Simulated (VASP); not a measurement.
Given:

```
ZrO2
1.0
    0.00000     2.55920     2.55920
    2.55920     0.00000     2.55920
    2.55920     2.55920     0.00000
Zr O
1 2
Direct
  0.00000   0.00000   0.00000
  0.25000   0.25000   0.25000
  0.75000   0.75000   0.75000
```

Level of theory: PBE GGA with spin-orbit coupling, VASP's PBE PAW potentials (set 64) (plane waves; VASP). Numerical set-up: 520 eV cut-off, 7×7×7 Γ-centred mesh, Gaussian smearing of 0.050 eV, potentials Zr_sv O.

Problem. Give the energies of bands 17 to 30 at the high-symmetry points, in eV from the valence-band maximum.

Solution. 
| band | Γ | X | U | L | W |
|---|---|---|---|---|---|
| 17 | -5.13 | -3.07 | -3.04 | -2.50 | -2.38 |
| 18 | -5.13 | -3.07 | -3.04 | -2.50 | -2.38 |
| 19 | -0.57 | -1.50 | -2.17 | -2.46 | -2.32 |
| 20 | -0.57 | -1.50 | -2.17 | -2.46 | -2.32 |
| 21 | -0.50 | -1.47 | -1.20 | -1.67 | -1.36 |
| 22 | -0.50 | -1.47 | -1.20 | -1.67 | -1.36 |
| 23 | -0.50 | 0.00 | -0.33 | -1.58 | -0.20 |
| 24 | -0.50 | 0.00 | -0.33 | -1.58 | -0.20 |
| 25 | 3.31 | 3.73 | 3.96 | 3.90 | 4.37 |
| 26 | 3.31 | 3.73 | 3.96 | 3.90 | 4.37 |
| 27 | 3.31 | 4.64 | 4.65 | 3.96 | 4.49 |
| 28 | 3.31 | 4.64 | 4.65 | 3.96 | 4.49 |
| 29 | 6.46 | 5.68 | 6.02 | 5.94 | 6.12 |
| 30 | 6.46 | 5.68 | 6.02 | 5.94 | 6.12 |

The gap is indirect, 3.30 eV, from the valence maximum at X to the conduction minimum at Γ.

The compound is ZrO2 in the fluorite structure, the high-temperature cubic form, which is unstable at 0 K; the monoclinic form is the stable one. It was relaxed first.
